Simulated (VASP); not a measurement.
Output of a VASP run:

File OUTCAR:
```
 ion  position               nearest neighbor table
   1  0.333  0.667  0.250-   2 2.86   2 2.86   2 2.86   2 2.86   2 2.86   2 2.86
   2  0.667  0.333  0.750-   1 2.86   1 2.86   1 2.86   1 2.86   1 2.86   1 2.86
  LATTYP: Found a hexagonal cell.
 ALAT       =     2.9178774259
 C/A-ratio  =     1.5870464747
 Subroutine PRICEL returns:
 Original cell was already a primitive cell.
 Subroutine GETGRP returns: Found 24 space group operations
The static configuration has the point symmetry D_3d.
 The point group associated with its full space group is D_6h.
The dynamic configuration has the point symmetry D_3d.
 Subroutine INISYM returns: Found 24 space group operations
 Subroutine IBZKPT returns following result:
 Found    150 irreducible k-points:

 Following reciprocal coordinates:
            Coordinates               Weight
  0.000000  0.000000  0.000000      1.000000
  0.062500  0.000000  0.000000      6.000000
  0.125000  0.000000  0.000000      6.000000
  0.187500  0.000000  0.000000      6.000000
  0.250000  0.000000  0.000000      6.000000
  0.312500  0.000000  0.000000      6.000000
  0.375000  0.000000  0.000000      6.000000
  0.437500  0.000000  0.000000      6.000000
  0.500000  0.000000  0.000000      3.000000
  0.062500  0.062500  0.000000      6.000000
  0.125000  0.062500  0.000000     12.000000
  0.187500  0.062500  0.000000     12.000000
  0.250000  0.062500  0.000000     12.000000
  0.312500  0.062500  0.000000     12.000000
  0.375000  0.062500  0.000000     12.000000
  0.437500  0.062500  0.000000     12.000000
  0.125000  0.125000  0.000000      6.000000
  0.187500  0.125000  0.000000     12.000000
  0.250000  0.125000  0.000000     12.000000
  0.312500  0.125000  0.000000     12.000000
  0.375000  0.125000  0.000000     12.000000
  0.437500  0.125000  0.000000      6.000000
  0.187500  0.187500  0.000000      6.000000
  0.250000  0.187500  0.000000     12.000000
  0.312500  0.187500  0.000000     12.000000
  0.375000  0.187500  0.000000     12.000000
  0.250000  0.250000  0.000000      6.000000
  0.312500  0.250000  0.000000     12.000000
  0.375000  0.250000  0.000000      6.000000
  0.312500  0.312500  0.000000      6.000000
  0.000000  0.000000  0.111111      2.000000
  0.062500  0.000000  0.111111     12.000000
  0.125000  0.000000  0.111111     12.000000
  0.187500  0.000000  0.111111     12.000000
  0.250000  0.000000  0.111111     12.000000
  0.312500  0.000000  0.111111     12.000000
  0.375000  0.000000  0.111111     12.000000
  0.437500  0.000000  0.111111     12.000000
  0.500000  0.000000  0.111111      6.000000
  0.062500  0.062500  0.111111     12.000000
   k-points           NKPTS =    150   k-points in BZ     NKDIM =    150   number of bands    NBANDS=     16
   number of dos      NEDOS =    601   number of ions     NIONS =      2
   total plane-waves  NPLWV =  20736
   dimension x,y,z NGX =    24 NGY =   24 NGZ =   36
   dimension x,y,z NGXF=    48 NGYF=   48 NGZF=   72
   ions per type =               2
   PREC   = accura    normal or accurate (medium, high low for compatibility)
   ISTART =      0    job   : 0-new  1-cont  2-samecut
   ICHARG =      2    charge: 1-file 2-atom 10-const
   ISPIN  =      1    spin polarized calculation?
   LNONCOLLINEAR =      F non collinear calculations
   LSORBIT =      F    spin-orbit coupling
   INIWAV =      1    electr: 0-lowe 1-rand  2-diag
   ENCUT  =  520.0 eV  38.22 Ry    6.18 a.u.   5.43  5.43  8.61*2*pi/ulx,y,z
   NELM   =    100;   NELMIN=  2; NELMDL= -5     # of ELM steps
   EDIFF  = 0.1E-06   stopping-criterion for ELM
   LREAL  =      F    real-space projection
   NLSPLINE    = F    spline interpolate recip. space projectors
   LMAXMIX     =    4 max onsite mixed and CHGCAR
   VOSKOWN=      0    Vosko Wilk Nusair interpolation
   EDIFFG = 0.1E-05   stopping-criterion for IOM
   NSW    =      0    number of steps for IOM
...
```

**OSZICAR**
```
       N       E                     dE             d eps       ncg     rms          rms(c)
DAV:   1     0.253783135087E+03    0.25378E+03   -0.13678E+04  4800   0.189E+03
DAV:   2     0.170962537431E+02   -0.23669E+03   -0.23549E+03  5000   0.492E+02
DAV:   3    -0.101183170398E+02   -0.27215E+02   -0.27102E+02  9384   0.135E+02
DAV:   4    -0.112662001653E+02   -0.11479E+01   -0.11478E+01  5024   0.293E+01
DAV:   5    -0.113298090658E+02   -0.63609E-01   -0.63607E-01  7856   0.481E+00    0.117E+01
DAV:   6    -0.957177446981E+01    0.17580E+01   -0.67762E+00  5688   0.302E+01    0.311E+00
DAV:   7    -0.956734489578E+01    0.44296E-02   -0.64713E-01  7232   0.684E+00    0.196E+00
DAV:   8    -0.959269699314E+01   -0.25352E-01   -0.18891E-01  5400   0.598E+00    0.676E-01
DAV:   9    -0.958503548410E+01    0.76615E-02   -0.40379E-02  5896   0.244E+00    0.538E-02
DAV:  10    -0.958526029851E+01   -0.22481E-03   -0.22980E-03  7480   0.389E-01    0.694E-02
DAV:  11    -0.958526797618E+01   -0.76777E-05   -0.14467E-04  6368   0.120E-01    0.241E-02
DAV:  12    -0.958525231727E+01    0.15659E-04   -0.19336E-05  5616   0.436E-02    0.403E-03
DAV:  13    -0.958525262963E+01   -0.31235E-06   -0.90541E-07  5416   0.729E-03    0.277E-03
DAV:  14    -0.958525414829E+01   -0.15187E-05   -0.30541E-07  5272   0.546E-03    0.301E-04
DAV:  15    -0.958525413756E+01    0.10725E-07   -0.16058E-08  3304   0.948E-04
   1 F= -.95852541E+01 E0= -.95852541E+01  d E =0.000000E+00
```

File OUTCAR:
```
------------------------ aborting loop because EDIFF is reached ----------------------------------------
  FORCE on cell =-STRESS in cart. coord.  units (eV):
  Direction    XX          YY          ZZ          XY          YZ          ZX
  --------------------------------------------------------------------------------------
  Total       -0.0003114     -0.0003114     -0.0592454      0.0000000      0.0000000      0.0000000
  in kB       -0.0146101     -0.0146101     -2.7799932      0.0000000      0.0000000      0.0000000
  external PRESSURE =      -0.9364045 kB  Pullay stress =       0.0000000 kB
  volume of cell :       34.14
      direct lattice vectors                 reciprocal lattice vectors
     1.458938688 -2.526955990  0.000000000     0.342714882 -0.197866525  0.000000000
     1.458938688  2.526955990  0.000000000     0.342714882  0.197866525  0.000000000
     0.000000000  0.000000000  4.630807082     0.000000000  0.000000000  0.215945079
 POSITION                                       TOTAL-FORCE (eV/Angst)
 -----------------------------------------------------------------------------------
      1.45894      0.84232      1.15770         0.000000     -0.000000      0.000000
      1.45894     -0.84232      3.47311         0.000000      0.000000      0.000000
 -----------------------------------------------------------------------------------
    total drift:                                0.000178      0.001058     -0.000018
  FREE ENERGIE OF THE ION-ELECTRON SYSTEM (eV)
  ---------------------------------------------------
  free  energy   TOTEN  =        -9.5852541376 eV

  energy  without entropy=       -9.5852541376  energy(sigma->0) =       -9.58525414

 total charge

# of ion       s       p       d       tot
------------------------------------------
    1        2.253   6.121   1.932  10.305
    2        2.253   6.121   1.932  10.305
--------------------------------------------------
tot          4.506  12.242   3.863  20.611
```
(Selected blocks of OUTCAR.)

**POSCAR**
```
Ti
1
    1.4589386883    -2.5269559902    -0.0000000000
    1.4589386883     2.5269559902    -0.0000000000
   -0.0000000000     0.0000000000     4.6308070825
Ti
2
Direct
  0.3333330000   0.6666670000   0.2500000000
  0.6666670000   0.3333330000   0.7500000000
```

Write an INCAR and KPOINTS that could have produced this output.

Several could match; the one computed here: the input of the run itself, optB88-vdW, plane waves, VASP's PBE PAW potentials (set 64).

### INCAR
```
SYSTEM = Ti
PREC = Accurate
ENCUT = 520
EDIFF = 1E-7
NELM = 100
ALGO = Normal
LREAL = .FALSE.
LASPH = .TRUE.
ISMEAR = -5
GGA = BO
PARAM1 = 0.1833333333
PARAM2 = 0.22
LUSE_VDW = .TRUE.
AGGAC = 0.0
LMAXMIX = 4
LWAVE = .FALSE.
LCHARG = .TRUE.
LORBIT = 11
NEDOS = 601
ISIF = 2
```

File KPOINTS:
```
Automatic mesh
0
Gamma
16 16 9
0 0 0
```

POTCAR, in this order: Ti_sv (PBE.64 set). Program: vasp_std.

For a metal the tetrahedron method with Blöchl corrections gives inexact stress and forces.

The compound is Ti in the hcp structure. It was relaxed first.
